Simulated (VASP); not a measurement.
# PtCl$_{2}$ (space group Pnnm): computed properties

The numbers are results of PBEsol GGA, VASP's PBE PAW potentials (set 64) (plane waves; VASP), not measurements.

space group: Pnnm (58)
cell: a = 3.7561 Å, b = 11.1261 Å, c = 3.4114 Å, α = β = γ = 90.00°
volume per atom: 23.76 Å³/atom
band gap (over mesh and band path): 0.85 eV
smallest direct gap (over mesh and band path): 1.40 eV
band-edge character: indirect, Γ to Γ-Z at 0.50
density: 6.20 g/cm³
optical Γ-point spectrum: 18, 23, 26, 32, 50, 146, 153, 305, 308, 309, 317, 334 (×2), 337, 339 cm⁻¹

PtCl₂ has the orthorhombic space group Pnnm (No. 58), Pearson symbol oP6. Lattice parameters: a = 3.756 Å, b = 11.126 Å, c = 3.411 Å, α = β = γ = 90.00°. Pt on 2b is coordinated by 4 Cl at 2.294 Å (square planar). Cl on 4g sees 2 Pt at 2.294 Å (bent). (Neighbours: up to the widest gap in distance over summed covalent radii, below 1.35, at either atom; cation-cation and far metal-metal contacts left out.)

Without a dispersion term in the relaxation, distances and binding between the weakly bound layers, chains or molecules are unreliable, and so is what depends on them. Unless said otherwise, spin-orbit coupling is left out, though it shifts the bands of the heavy elements here.

The structure comes from a computed database's PtCl2 entry (Pnnm); how it stands against other phases isn't given here. It was relaxed first. Symmetry was kept, so distortions that lower it aren't found.
